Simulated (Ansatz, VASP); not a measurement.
# Ge (Germanium): VASP beside Ansatz

Wanted: the spread between two codes on one cell, functional and k mesh. The cell is taken from a series of runs on this material, whose earlier steps may have relaxed, scaled, displaced or heated it; both programs get it as it stands.

Calculated with Ansatz 0.2.0; plane waves, with VASP 6.6.1 beside it; single point at r2SCAN.

**1. Set-up**

Symmetry: Fd-3m, No. 227, cubic system. Conventional cell: a = 5.601 Å, b = 5.601 Å, c = 5.601 Å, α = 90.00°, β = 90.00°, γ = 90.00°. Ge has 4 Ge at 2.43 Å nearest.

**2. Ansatz: single point, r2SCAN, pair 1**

Ansatz runs on its PAW soft_1 files.

With cell and atoms fixed, the geometry can't cause a difference; cores, projectors, grids and the points listed under the comparison can.

input.yaml reads:

```yaml
crystal:
  lattice:
    - [0.0, 2.8006209, 2.8006209]
    - [2.8006209, 0.0, 2.8006209]
    - [2.8006209, 2.8006209, 0.0]
  atoms:
    - { symbol: Ge, position: [0.0, 0.0, 0.0] }
    - { symbol: Ge, position: [0.25, 0.25, 0.25] }
kpoints:
  mp_grid: { grid: [8, 8, 8] }
  band_path:
    path:
      - [0.0, 0.0, 0.0]
      - [0.5, 0.0, 0.5]
      - [0.625, 0.25, 0.625]
      - [0.375, 0.375, 0.75]
      - [0.5, 0.5, 0.5]
      - [0.5, 0.25, 0.75]
    npoints: 1
hamiltonian:
  xc: r2scan
  pseudopotentials: { kind: paw, azcp: { folder: soft_1 } }
scf:
  occupations: { method: fermi_dirac, width: 0.02 }
  n_extra_bands: 4
output:
  eigenvalues: true
  forces: true
  stress: true
```

Started as:

```
$ ansatz run input.yaml --threads 3 --pin off --max-ram 92160MiB --backend cuda --events-out ev --progress --plain --runs-dir out --devices 1 --max-vram 13GiB
```

Numbers of over 12 decimals in the logs are rounded to 6 here.

The program printed:

```text
scf.n_extra_bands = 4 over 14 filled bands (N_el = 28.0): the run solves 18 bands
GPUs: using 1 of 1 available (devices: 1).
Engine: ansatz 0.2.0, x86_64-unknown-linux-gnu
Pseudopotentials: kind: paw
Pseudopotential: Ge, paw, valence charge 14, recommended cutoff 500 eV (meta_gga), soft_1/Ge.paw.azcp
Functional definition: r2SCAN
  parameter k0 = 0.174
  parameter k1 = 0.065
  parameter a1 = 4.9479
  exchange = r2scan_x(k0 = k0, k1 = k1, a1 = a1)
  correlation = r2scan_c
device memory: the entry about to start is reckoned to put 1.1 GiB on a device that reports 54.5 GiB free (of which the cap on the GPU budget leaves the run 13.0 GiB)
GPU FFT provider: cuFFT
GPU libraries: cuBLAS 13.8.2, cuFFT 12.4.0, cuSOLVER 12.3.4
Crystal: 2 atoms, lattice volume = 43.933 Å³
Basis set: ecut = 500 eV, 1139 PW (Γ), exchange–correlation on 120×120×120 points (64 copies of the dense FFT grid, shifted against one another)
Bands: 18, of which v1, the nominal top of the filled ones, is band 14 counted from 1 (13 counted from 0)
Symmetry: 48 space group operations
Space group: Fd-3m (ITA 227), of the structure as read, at distance tolerance 3.5e-5 Å
k-points: 29 of 512
Non-local potential: Ge, projectors of the file, l = 0: 2, l = 1: 2, l = 2: 3, l = 3: 1
PAW form: soft (Blöchl's): semilocal exchange-correlation on the pseudo side does not see the compensation charge
PAW frozen core: Ge, regenerated for the run's functional (the file was generated under x = pbe(κ = 0.804, μ = 0.219515), c = pbe(β = 0.066725))
PAW one-centre angular grid: Ge, 590 points (default); XC on 160 Gauss nodes
Initial density: superposition of atomic densities (chi_scale 0.1, normalization cell)
Initial wavefunctions: pseudopotential atomic-orbital guess
GPU buffer pool allocated for 27000 grid points (all kernels)
GPU transforms: local potential and band sums: pruned to the plane-wave sphere, on 30×30×30
Functional: x = r2scan, c = r2scan; τ floored in thin density (d = 2e-4 eV/Å³)
iter 1 solved again at ethr=1.79e-3 eV; its pass at ethr=3.10e-3 eV (dr2=5.03e-1 eV) is discarded
SCF iter   1: F=—  HF=-8605.729464 eV  |F-HF|=—  |Δ(HF+E_count)|=         —  Δρ=3.91e-2  dr2=5.07e-1  dr2_τ=5.37e-3  ethr=1.79e-3  ⟨swp⟩=1.0  Hψ=3199  notcnv=0
preconditioner: auto → none  [insulator: Δε(μ)=0.454 eV  Ē_g=24.495 eV  σ=0.020 eV  W_gap=1.00  n_scr=14 (ndim 8)  ℏωp=29.6 eV  f_vac=0.000  D(μ)=0.00/eV (n_scr^D=0)  ε∞_Penn≈2.5]
SCF iter   2: F=—  HF=-8605.775803 eV  |F-HF|=—  |Δ(HF+E_count)|=   4.63e-2  Δρ=1.98e-2  dr2=1.07e-1  dr2_τ=7.06e-4  ethr=1.79e-3  ⟨swp⟩=2.0  Hψ=638  notcnv=0
SCF iter   3: F=—  HF=-8605.808732 eV  |F-HF|=—  |Δ(HF+E_count)|=   3.29e-2  Δρ=3.09e-3  dr2=1.66e-3  dr2_τ=3.52e-5  ethr=3.83e-4  ⟨swp⟩=3.0  Hψ=1045  notcnv=0
SCF iter   4: F=—  HF=-8605.807144 eV  |F-HF|=—  |Δ(HF+E_count)|=   1.59e-3  Δρ=6.63e-4  dr2=7.45e-5  dr2_τ=1.00e-6  ethr=5.93e-6  ⟨swp⟩=2.0  Hψ=1045  notcnv=0
SCF iter   5: F=—  HF=-8605.807197 eV  |F-HF|=—  |Δ(HF+E_count)|=   5.29e-5  Δρ=1.33e-4  dr2=2.92e-6  dr2_τ=4.60e-8  ethr=2.66e-7  ⟨swp⟩=2.0  Hψ=928  notcnv=0
SCF iter   6: F=-8605.807198 eV  HF=-8605.807198 eV  |F-HF|=5.19e-9  |Δ(HF+E_count)|=   1.13e-6  Δρ=4.47e-6  dr2=2.87e-9  dr2_τ=1.09e-10  ethr=3.57e-10  ⟨swp⟩=3.8  Hψ=2411  notcnv=0
SCF 1 converged in 6 iterations: F = -8605.807198 eV  dr2 = 2.87e-9
  greatest PAW one-centre occupation: 0.998 electrons in one spin orbital (limit 2), on the Ge atom at site 0 (counted from 0), in its partial waves of l = 2
device memory: the entry about to start is reckoned to put 1.2 GiB on a device that reports 57.5 GiB free (of which the cap on the GPU budget leaves the run 13.0 GiB)
NSCF: frozen V_eff on 6 k-points
SCF converged after 6 iterations
Free energy (F): -8605.807198 eV
Harris-Foulkes:  -8605.807198 eV  (|F-HF|=5.19e-9)
Internal energy: -8605.807198 eV  (E = F + TS)
E sigma→0 (E₀):  -8605.807198 eV
Fermi energy:    9.037268 eV
--- Per-component energies (eV) ---
  E_band       = -308.997289
  E_kinetic    = 186.003324
  E_local      = -4459.065163  (includes V_loc(G=0)·N_el)
  E_nonlocal   = 437.191917
  E_hartree    = 2131.812056
  E_xc         = -132.276652
  E_vxc        = -137.378889  (∫ρ·V_xc dr)
  E_paw        = -4053.023666  (= ΣΔE_a)
  E_vpaw       = -606.536927  (= ΣTr[D̂ρ^β])
  E_aug_tail   = -0.000009  (compensation charges beyond the density's cutoff)
  E_vtau       = 7.163476  (kinetic-family band-sum trace: ∫τ·v_τ [+ j·A + Jᵃ·Aᵃ] dr)
  E_ewald      = -2714.277482
  E_core_change = -2.171521  (= ΣΔE_core)
  E_smearing   = -0.000000  (= −TS)
  E_closure    = 0.000000  (closes the sum)
  Σ components = -8605.807198   (vs F -8605.807198, Δ=0.00e0)
--- Forces (eV/Å), atoms counted from 1 ---
  atom   1  Ge     0.00000000     0.00000000     0.00000000
  atom   2  Ge    -0.00000000    -0.00000000     0.00000000
  max |Σ_I F_I| component: 1.85e-17 eV/Å
--- Stress (GPa, compression-positive) ---
        2.957442       0.000000      -0.000000
        0.000000       2.957442       0.000000
       -0.000000       0.000000       2.957442
  P = ⅓ Tr σ = 2.9574 GPa (29.574 kbar)
--- Band table (eV; the first three rows and the last of 29) ---
  k-point 0: bands = [... 10 lower, -4.7820, 8.7556, 8.7556, 8.7556, 9.4950, 11.4934, 11.4934, 11.4934]
  k-point 1: bands = [... 10 lower, -4.5765, 6.4503, 8.3895, 8.3895, 10.2429, 11.9821, 11.9821, 12.6655]
  k-point 2: bands = [... 10 lower, -3.9795, 3.8793, 7.7930, 7.7930, 9.8283, 12.6649, 12.6649, 15.0596]
  k-point 28: bands = [... 10 lower, -0.4624, -0.4624, 4.5531, 4.5531, 13.5862, 13.5862, 13.8430, 13.8430]
```

In the SCF lines HF is the Harris–Foulkes energy and dr2 the Hartree energy of the density residual, in eV; the loop may stop once dr2 is under the threshold and the program's other checks hold. Hψ counts applications of the Hamiltonian.

**3. VASP: single point, r2SCAN, pair 1**

The same cell, functional, mesh and smearing now go to VASP, with its own data sets.

Lines of VASP's logs that name or quote its potential files are left out, and so is its time.

INCAR reads:

```
SYSTEM = Ge
PREC = Accurate
ENCUT = 550
EDIFF = 1E-06
NELM = 120
ISMEAR = -1
SIGMA = 0.02
LREAL = .FALSE.
ALGO = Normal
METAGGA = R2SCAN
LASPH = .TRUE.
NBANDS = 20
LORBIT = 11
LWAVE = .FALSE.
LCHARG = .FALSE.
ISIF = 2
GGA_COMPAT = .FALSE.
EFERMI = MIDGAP
LMIXTAU = .TRUE.
KPAR = 2
```

POSCAR reads:

```
Ge
1.0
    0.0000000000      2.8006209000      2.8006209000
    2.8006209000      0.0000000000      2.8006209000
    2.8006209000      2.8006209000      0.0000000000
Ge
2
Direct
    0.0000000000      0.0000000000      0.0000000000
    0.2500000000      0.2500000000      0.2500000000
```

KPOINTS reads:

```
Automatic mesh
0
Gamma
8 8 8
0 0 0
```

The projector-augmented-wave data sets are Ge_d (PBE family, release 64).

Started as:

```
$ mpirun -np 2 vasp_std
```

The program printed:

```text
[banner, memory and clock lines left out]
running    2 mpi-ranks, on    1 nodes
 distrk:  each k-point on    1 cores,    2 groups
 distr:  one band on    1 cores,    1 groups

 POSCAR found type information on POSCAR Ge
 POSCAR found :  1 types and       2 ions
|                                                                             |
|               ----> ADVICE to this user running VASP <----                  |
|                                                                             |
|     You enforced a specific xc type in the INCAR file but a different       |
|     [... a line on the potential file left out ...]
|     I HOPE YOU KNOW WHAT YOU ARE DOING!                                     |
|                                                                             |

 LDA part: xc-table for (None), standard interpolation
 POSCAR, INCAR and KPOINTS ok, starting setup
 FFT: planning ... GRIDC
 FFT: planning ... GRID_SOFT
 FFT: planning ... GRID
 WAVECAR not read
 entering main loop
       N       E                     dE             d eps       ncg     rms          rms(c)
DAV:   1     0.173117212131E+03    0.17312E+03   -0.15486E+04  1236   0.409E+03
DAV:   2    -0.284885749457E+01   -0.17597E+03   -0.17040E+03  1160   0.659E+02
DAV:   3    -0.294973688850E+02   -0.26649E+02   -0.26399E+02  1268   0.153E+02
DAV:   4    -0.303896331707E+02   -0.89226E+00   -0.89104E+00  1304   0.324E+01
DAV:   5    -0.304048348414E+02   -0.15202E-01   -0.15201E-01  1284   0.464E+00    0.350E+00
DAV:   6    -0.277260110023E+02    0.26788E+01   -0.35385E-01  1296   0.107E+01    0.204E+00
DAV:   7    -0.280534507014E+02   -0.32744E+00   -0.33193E-01  1552   0.878E+00    0.346E-01
DAV:   8    -0.277219176761E+02    0.33153E+00   -0.10771E-01  1368   0.497E+00    0.130E-01
DAV:   9    -0.276639937305E+02    0.57924E-01   -0.30387E-02  1168   0.132E+00    0.842E-02
DAV:  10    -0.276125308887E+02    0.51463E-01   -0.36314E-02  1176   0.227E+00    0.946E-02
DAV:  11    -0.277192510105E+02   -0.10672E+00   -0.48680E-02  1160   0.142E+00    0.291E-02
DAV:  12    -0.277192861044E+02   -0.35094E-04   -0.56620E-04  1348   0.200E-01    0.230E-02
DAV:  13    -0.277193041128E+02   -0.18008E-04   -0.73041E-06  1176   0.329E-02    0.207E-02
DAV:  14    -0.277193953902E+02   -0.91277E-04   -0.19141E-04  1192   0.186E-01    0.697E-03
DAV:  15    -0.277194956522E+02   -0.10026E-03   -0.84962E-05  1200   0.834E-02    0.515E-03
DAV:  16    -0.277194938121E+02    0.18401E-05   -0.18538E-06  1040   0.141E-02    0.473E-03
DAV:  17    -0.277194952132E+02   -0.14011E-05   -0.15389E-07   764   0.471E-03    0.566E-03
DAV:  18    -0.277194998860E+02   -0.46728E-05   -0.41925E-07   744   0.698E-03    0.118E-03
DAV:  19    -0.277195002596E+02   -0.37360E-06   -0.57814E-08   644   0.518E-03
   1 F= -.27719500E+02 E0= -.27719500E+02  d E =-.948684E-08
```

From OUTCAR (step 3):

```text
ion  position               nearest neighbor table
   1  0.000  0.000  0.000-   2 2.43   2 2.43   2 2.43   2 2.43
   2  0.250  0.250  0.250-   1 2.43   1 2.43   1 2.43   1 2.43

  LATTYP: Found a face centered cubic cell.
 ALAT       =     5.6012418000

 Subroutine GETGRP returns: Found 48 space group operations
 (whereof 24 operations were pure point group operations)

The static configuration has the point symmetry T_d .
 The point group associated with its full space group is O_h .

 Found     29 irreducible k-points:

   k-points           NKPTS =     29   k-points in BZ     NKDIM =     29   number of bands    NBANDS=     20

   dimension x,y,z NGX =    30 NGY =   30 NGZ =   30
   dimension x,y,z NGXF=    60 NGYF=   60 NGZF=   60

   ENCUT  =  550.0 eV  40.42 Ry    6.36 a.u.   7.57  7.57  7.57*2*pi/ulx,y,z

   NELECT =      28.0000    total number of electrons

 k-points in reciprocal lattice and weights: Automatic mesh
   0.00000000  0.00000000  0.00000000       0.002
   0.12500000  0.00000000  0.00000000       0.016
   0.25000000  0.00000000  0.00000000       0.016
   0.37500000  0.00000000  0.00000000       0.016
   0.50000000  0.00000000  0.00000000       0.008
   0.12500000  0.12500000  0.00000000       0.012
   0.25000000  0.12500000  0.00000000       0.047
   0.37500000  0.12500000  0.00000000       0.047
   0.50000000  0.12500000  0.00000000       0.047
[...]
-0.37500000  0.50000000  0.12500000       0.023
  -0.25000000  0.50000000  0.25000000       0.012

 average (electrostatic) potential at core
       1 -79.1736       2 -79.1736

 E-fermi :   5.3746

 k-point     1 :       0.0000    0.0000    0.0000
  band No.  band energies     occupation
    ...
     10     -20.1352      2.00000
     11      -8.4424      2.00000
     12       5.1048      2.00000
     13       5.1048      2.00000
     14       5.1048      2.00000
     15       5.8032      0.00000
     16       7.8279      0.00000
     17       7.8279      0.00000
     18       7.8279      0.00000
     19      12.2542      0.00000
    ...

 k-point     2 :       0.1250    0.0000    0.0000
  band No.  band energies     occupation
    ...
     10     -20.1267      2.00000
     11      -8.2369      2.00000
     12       2.7884      2.00000
     13       4.7372      2.00000
     14       4.7372      2.00000
     15       6.5637      0.00000
     16       8.3177      0.00000
     17       8.3177      0.00000
     18       8.9977      0.00000
     19      13.1897      0.00000
    ...

 k-point     3 :       0.2500    0.0000    0.0000
  band No.  band energies     occupation
    ...
     10     -20.1169      2.00000
     11      -7.6397      2.00000
     12       0.2189      2.00000
     13       4.1396      2.00000
     14       4.1396      2.00000
     15       6.1521      0.00000
     16       9.0022      0.00000
     17       9.0022      0.00000
     18      11.3858      0.00000
     19      13.7956      0.00000
    ...

  Total        0.8345633      0.8345633      0.8345633      0.0000000      0.0000000     -0.0000000
  in kB       30.4352526     30.4352526     30.4352526      0.0000000      0.0000000     -0.0000000
  external PRESSURE =      30.4352526 kB  Pullay stress =       0.0000000 kB

  energy-cutoff  :      550.00
  volume of cell :       43.93
      direct lattice vectors                 reciprocal lattice vectors
     0.000000000  2.800620900  2.800620900    -0.178531839  0.178531839  0.178531839
     2.800620900  0.000000000  2.800620900     0.178531839 -0.178531839  0.178531839
     2.800620900  2.800620900  0.000000000     0.178531839  0.178531839 -0.178531839

 POSITION                                       TOTAL-FORCE (eV/Angst)
 -----------------------------------------------------------------------------------
      0.00000      0.00000      0.00000        -0.000000     -0.000000     -0.000000
      1.40031      1.40031      1.40031         0.000000      0.000000      0.000000
 -----------------------------------------------------------------------------------
    total drift:                                0.000000      0.000000      0.000000

  FREE ENERGIE OF THE ION-ELECTRON SYSTEM (eV)
  ---------------------------------------------------
  free  energy   TOTEN  =       -27.7195002596 eV

  energy  without entropy=      -27.7195002502  energy(sigma->0) =      -27.71950025

 total charge
# of ion       s       p       d       tot
------------------------------------------
    1        1.100   1.327  10.028  12.455
    2        1.100   1.327  10.028  12.455
--------------------------------------------------
tot          2.200   2.653  20.056  24.909

[... 3 further parts left out ...]
```

The run ends at a pressure of 3.04 GPa.

**4. Differences**

Known differences besides the potentials themselves: VASP keeps PBE cores, Ansatz makes them for the functional; the cutoff is 500 eV in Ansatz and 550 eV in VASP. Total energies have different zeros and are not compared.

The two programs side by side:

```
              quantity  Ansatz   VASP  difference
        pressure (GPa)    2.96   3.04       -0.09
gap on the k mesh (eV)   0.569  0.545      +0.024
```

A gap on the mesh is an upper bound, since the band edges may lie between its points.

**5. VASP: single point, r2SCAN, pair 2**

With cell and atoms fixed, the geometry can't cause a difference; cores, projectors, grids and the points listed under the comparison can. The cell compared in this pair holds 47.35 Å³, against 43.93 Å³ for the pair before.

INCAR, as its differences from that of step 3:

```diff
@@ -17,3 +17,2 @@
 GGA_COMPAT = .FALSE.
-EFERMI = MIDGAP
 LMIXTAU = .TRUE.
```

POSCAR reads:

```
Ge
1.0
    0.0000000000      2.8713436500      2.8713436500
    2.8713436500      0.0000000000      2.8713436500
    2.8713436500      2.8713436500      0.0000000000
Ge
2
Direct
    0.0000000000      0.0000000000      0.0000000000
    0.2500000000      0.2500000000      0.2500000000
```

KPOINTS is that of step 3.

Started as:

```
$ mpirun -np 2 vasp_std
```

The program printed:

```text
[banner, memory and clock lines left out]
running    2 mpi-ranks, on    1 nodes
[...]
[... a notice as in an earlier step ...]

 LDA part: xc-table for (None), standard interpolation
 POSCAR, INCAR and KPOINTS ok, starting setup
[...]
entering main loop
       N       E                     dE             d eps       ncg     rms          rms(c)
DAV:   1     0.166158741952E+03    0.16616E+03   -0.15670E+04  1232   0.396E+03
DAV:   2    -0.306809921993E+01   -0.16923E+03   -0.16453E+03  1160   0.628E+02
DAV:   3    -0.295292701518E+02   -0.26461E+02   -0.26224E+02  1328   0.154E+02
DAV:   4    -0.304117578528E+02   -0.88249E+00   -0.88198E+00  1300   0.322E+01
[...]
DAV:  21    -0.277249355322E+02    0.35546E-05   -0.53144E-07   756   0.977E-03    0.186E-03
DAV:  22    -0.277249337050E+02    0.18272E-05   -0.13954E-07   612   0.462E-03    0.123E-03
DAV:  23    -0.277249337833E+02   -0.78324E-07   -0.49928E-08   604   0.249E-03
   1 F= -.27724934E+02 E0= -.27724848E+02  d E =-.171404E-03
```

OUTCAR, selected parts (step 5):

```text
  Total       -0.6471271     -0.6471271     -0.6471271      0.0000000      0.0000000      0.0000000
  in kB      -21.8985139    -21.8985139    -21.8985139      0.0000000      0.0000000      0.0000000
  external PRESSURE =     -21.8985139 kB  Pullay stress =       0.0000000 kB

 POSITION                                       TOTAL-FORCE (eV/Angst)
 -----------------------------------------------------------------------------------
      0.00000      0.00000      0.00000         0.000000      0.000000     -0.000000
      1.43567      1.43567      1.43567        -0.000000     -0.000000      0.000000
 -----------------------------------------------------------------------------------
    total drift:                               -0.000000      0.000000      0.000000

  FREE ENERGIE OF THE ION-ELECTRON SYSTEM (eV)
  ---------------------------------------------------
  free  energy   TOTEN  =       -27.7249337833 eV

  energy  without entropy=      -27.7247623788  energy(sigma->0) =      -27.72484808

[... 1 part as in an earlier step ...]

[... 2 further parts left out ...]
[key lines of the parts left out:]
E-fermi :   4.3917
```

The run ends at a pressure of -2.19 GPa.

(Continued in part 2 of 2.)

[Lines on the potential files, build, host, timing and source positions are cut from VASP's logs without a mark.]

[Logs are printed without paths, hosts, clocks, repeated set-up lines and the standing remarks that a program may print on its own settings, such as how far it seeks lower states.]

[Hosts, paths, dates, database ids (printed as entryN), source tags and the programs' standing remarks are cut or masked in the printed files.]
